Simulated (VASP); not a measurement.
Output of a VASP run:

**OUTCAR**
```
 ion  position               nearest neighbor table
   1  0.000  0.000  0.000-   2 2.67   2 2.67   2 2.67   2 2.67   2 2.67   2 2.67   2 2.67   2 2.67
  LATTYP: Found a simple cubic cell.
 ALAT       =     3.0811183687
 Subroutine PRICEL returns:
 Original cell was already a primitive cell.
 Subroutine GETGRP returns: Found 48 space group operations
The static configuration has the point symmetry O_h .
The dynamic configuration has the point symmetry O_h .
 Subroutine INISYM returns: Found 48 space group operations
 Subroutine IBZKPT returns following result:
 Found     56 irreducible k-points:

 Following reciprocal coordinates:
            Coordinates               Weight
  0.000000  0.000000  0.000000      1.000000
  0.090909  0.000000  0.000000      6.000000
  0.181818  0.000000  0.000000      6.000000
  0.272727  0.000000  0.000000      6.000000
  0.363636  0.000000  0.000000      6.000000
  0.454545  0.000000  0.000000      6.000000
  0.090909  0.090909  0.000000     12.000000
  0.181818  0.090909  0.000000     24.000000
  0.272727  0.090909  0.000000     24.000000
  0.363636  0.090909  0.000000     24.000000
  0.454545  0.090909  0.000000     24.000000
  0.181818  0.181818  0.000000     12.000000
  0.272727  0.181818  0.000000     24.000000
  0.363636  0.181818  0.000000     24.000000
  0.454545  0.181818  0.000000     24.000000
  0.272727  0.272727  0.000000     12.000000
  0.363636  0.272727  0.000000     24.000000
  0.454545  0.272727  0.000000     24.000000
  0.363636  0.363636  0.000000     12.000000
  0.454545  0.363636  0.000000     24.000000
  0.454545  0.454545  0.000000     12.000000
  0.090909  0.090909  0.090909      8.000000
  0.181818  0.090909  0.090909     24.000000
  0.272727  0.090909  0.090909     24.000000
  0.363636  0.090909  0.090909     24.000000
  0.454545  0.090909  0.090909     24.000000
  0.181818  0.181818  0.090909     24.000000
  0.272727  0.181818  0.090909     48.000000
  0.363636  0.181818  0.090909     48.000000
  0.454545  0.181818  0.090909     48.000000
  0.272727  0.272727  0.090909     24.000000
  0.363636  0.272727  0.090909     48.000000
  0.454545  0.272727  0.090909     48.000000
  0.363636  0.363636  0.090909     24.000000
  0.454545  0.363636  0.090909     48.000000
  0.454545  0.454545  0.090909     24.000000
  0.181818  0.181818  0.181818      8.000000
  0.272727  0.181818  0.181818     24.000000
  0.363636  0.181818  0.181818     24.000000
  0.454545  0.181818  0.181818     24.000000
   k-points           NKPTS =     56   k-points in BZ     NKDIM =     56   number of bands    NBANDS=     14
   number of dos      NEDOS =    301   number of ions     NIONS =      2
   total plane-waves  NPLWV =  13824
   dimension x,y,z NGX =    24 NGY =   24 NGZ =   24
   dimension x,y,z NGXF=    48 NGYF=   48 NGZF=   48
   ions per type =               1   1
   PREC   = accura    normal or accurate (medium, high low for compatibility)
   ISTART =      0    job   : 0-new  1-cont  2-samecut
   ICHARG =      2    charge: 1-file 2-atom 10-const
   ISPIN  =      1    spin polarized calculation?
   LNONCOLLINEAR =      F non collinear calculations
   LSORBIT =      F    spin-orbit coupling
   INIWAV =      1    electr: 0-lowe 1-rand  2-diag
   ENCUT  =  520.0 eV  38.22 Ry    6.18 a.u.   5.73  5.73  5.73*2*pi/ulx,y,z
   NELM   =    100;   NELMIN=  2; NELMDL= -5     # of ELM steps
   EDIFF  = 0.1E-05   stopping-criterion for ELM
   LREAL  =      F    real-space projection
   NLSPLINE    = F    spline interpolate recip. space projectors
   LMAXMIX     =    4 max onsite mixed and CHGCAR
   VOSKOWN=      0    Vosko Wilk Nusair interpolation
   EDIFFG = -.1E-01   stopping-criterion for IOM
   NSW    =     60    number of steps for IOM
   NBLOCK =      1;   KBLOCK =     60    inner block; outer block
   IBRION =      2    ionic relax: 0-MD 1-quasi-New 2-CG
   NFREE  =      1    steps in history (QN), initial steepest desc. (CG)
...
```

File OSZICAR:
```
       N       E                     dE             d eps       ncg     rms          rms(c)
DAV:   1     0.144281879512E+03    0.14428E+03   -0.10686E+04  1616   0.221E+03
DAV:   2     0.269067260988E-01   -0.14425E+03   -0.13956E+03  1748   0.446E+02
DAV:   3    -0.120079795918E+02   -0.12035E+02   -0.11892E+02  1856   0.115E+02
DAV:   4    -0.122436413303E+02   -0.23566E+00   -0.23558E+00  1784   0.173E+01
DAV:   5    -0.122500147810E+02   -0.63735E-02   -0.63734E-02  1952   0.279E+00    0.723E+00
DAV:   6    -0.108799107298E+02    0.13701E+01   -0.10400E+01  2072   0.480E+01    0.456E+00
DAV:   7    -0.106642945592E+02    0.21562E+00   -0.14480E+00  1746   0.836E+00    0.129E+00
DAV:   8    -0.106364726136E+02    0.27822E-01   -0.14705E-01  1688   0.364E+00    0.241E-01
DAV:   9    -0.106360290505E+02    0.44356E-03   -0.52553E-03  1832   0.669E-01    0.772E-02
DAV:  10    -0.106360344093E+02   -0.53589E-05   -0.53303E-04  1910   0.435E-01    0.255E-02
DAV:  11    -0.106360255400E+02    0.88693E-05   -0.19051E-04  1946   0.248E-01    0.255E-02
DAV:  12    -0.106360121176E+02    0.13422E-04   -0.34155E-05  1958   0.921E-02    0.365E-03
DAV:  13    -0.106360122988E+02   -0.18118E-06   -0.28601E-06  1442   0.172E-02
   1 F= -.10636012E+02 E0= -.10636110E+02  d E =-.106360E+02
```

File OUTCAR:
```
------------------------ aborting loop because EDIFF is reached ----------------------------------------
  FORCE on cell =-STRESS in cart. coord.  units (eV):
  Direction    XX          YY          ZZ          XY          YZ          ZX
  --------------------------------------------------------------------------------------
  Total       -0.0006831     -0.0006831     -0.0006831     -0.0000000     -0.0000000     -0.0000000
  in kB       -0.0374197     -0.0374197     -0.0374197     -0.0000000     -0.0000000     -0.0000000
  external PRESSURE =      -0.0374197 kB  Pullay stress =       0.0000000 kB
  volume of cell :       29.25
      direct lattice vectors                 reciprocal lattice vectors
     3.081118369  0.000000000  0.000000000     0.324557476  0.000000000  0.000000000
     0.000000000  3.081118369  0.000000000     0.000000000  0.324557476  0.000000000
     0.000000000  0.000000000  3.081118369     0.000000000  0.000000000  0.324557476
 POSITION                                       TOTAL-FORCE (eV/Angst)
 -----------------------------------------------------------------------------------
      0.00000      0.00000      0.00000         0.000000      0.000000      0.000000
      1.54056      1.54056      1.54056         0.000000      0.000000      0.000000
 -----------------------------------------------------------------------------------
    total drift:                                0.000000      0.000000     -0.000000
  FREE ENERGIE OF THE ION-ELECTRON SYSTEM (eV)
  ---------------------------------------------------
  free  energy   TOTEN  =       -10.6360122988 eV

  energy  without entropy=      -10.6363052864  energy(sigma->0) =      -10.63610996

 reached required accuracy - stopping structural energy minimisation
```
(Selected blocks of OUTCAR.)

**POSCAR**
```
SnO
1
    3.0811183687     0.0000000000     0.0000000000
    0.0000000000     3.0811183687     0.0000000000
    0.0000000000    -0.0000000000     3.0811183687
Sn O
1 1
Direct
  0.0000000000   0.0000000000   0.0000000000
  0.5000000000   0.5000000000   0.5000000000
```

Reconstruct the remaining input files.

One answer among several that fit: the input of the run itself, PBEsol GGA, plane waves, VASP's PBE PAW potentials (set 64).

**KPOINTS**
```
Automatic mesh
0
Gamma
11 11 11
0 0 0
```

INCAR:
```
# general
SYSTEM   =  SnO
PREC     =  Accurate
ENCUT    =  520
LREAL    =  .False.
LASPH    =  .True.

# electronic loop
EDIFF    =  1E-6
NELM     =  100
ALGO     =  Normal
LMAXMIX  =  4

# smearing
ISMEAR   =  1
SIGMA    =  0.1

# functional
GGA      =  PS

# ions
IBRION   =  2
NSW      =  60
ISIF     =  3
EDIFFG   =  -0.01

# output
LWAVE    =  .False.
LCHARG   =  .False.
```

POTCAR, in this order: Sn_d O (PBE.64 set). Program: vasp_std.

The structure was generated: SnO was put into the CsCl type type (Pm-3m), which need not be its known phase. It was relaxed first, which changed the volume by +55 %. The start is the result of an earlier pass.
